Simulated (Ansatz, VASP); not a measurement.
## GaGe3: VASP beside Ansatz

Contents of INCAR:

```
SYSTEM = GaGe3
ALGO = Normal
EDIFF = 1E-7
ENCUT = 520
GGA = PE
ISIF = 2
ISMEAR = -1
LASPH = .TRUE.
LCHARG = .TRUE.
LELF = .TRUE.
LREAL = .FALSE.
LVHAR = .TRUE.
LWAVE = .FALSE.
NBANDS = 36
NELM = 60
PREC = Accurate
SIGMA = 0.05
```

Contents of KPOINTS:

```
k-points
0
G
  6 6 6
  0 0 0
```

File POSCAR:

```
GaGe3
1.0
    4.2784660000      0.0000000000      0.0000000000
    0.0000000000      4.2784660000      0.0000000000
    0.0000000000      0.0000000000      4.2784660000
Ge Ga
3 1
Direct
    0.5000000000      0.5000000000      0.0000000000
    0.5000000000      0.0000000000      0.5000000000
    0.0000000000      0.5000000000      0.5000000000
    0.0000000000      0.0000000000      0.0000000000
```

The input input.yaml:

```yaml
crystal:
  lattice:
    - [4.278466, 0.0, 0.0]
    - [0.0, 4.278466, 0.0]
    - [0.0, 0.0, 4.278466]
  atoms:
    - { symbol: Ge, position: [0.5, 0.5, 0.0] }
    - { symbol: Ge, position: [0.5, 0.0, 0.5] }
    - { symbol: Ge, position: [0.0, 0.5, 0.5] }
    - { symbol: Ga, position: [0.0, 0.0, 0.0] }
hamiltonian:
  xc: pbe
  pseudopotentials: { kind: paw }
kpoints:
  mp_grid: { grid: [6, 6, 6] }
scf:
  occupations: { method: fermi_dirac, width: 0.05 }
output:
  forces: true
  stress: true
  eigenvalues: true
  write_density: true
  write_potential: true
  elf: true
  volumetric_format: npy
```

The cell comes from a database or a generator and needn't be the stable form of this composition.

Alike in both runs: task single point; functional PBE; k mesh 6 × 6 × 6; occupations fermi-dirac, width 0.05 eV; no spin polarisation.

|  | VASP | Ansatz |
| --- | --- | --- |
| version | VASP 6.6.1 | Ansatz 0.2.0 |
| potentials or method | VASP PAW PBE potentials, release 64 (Ge_d, Ga_d) | Ansatz PAW |
| plane-wave cutoff (eV) | 520 | 420 |
| valence electrons in the cell | 55 | 55 |

Ansatz gave:

* gap on the k mesh at the Fermi level (eV): none
* pressure (GPa): -0.1

Problem. Which values does VASP return?

Solution. gap on the k mesh at the Fermi level (eV): none; pressure (GPa): 0.0.

A gap of «none» marks a metal or a gap that the smearing closes.
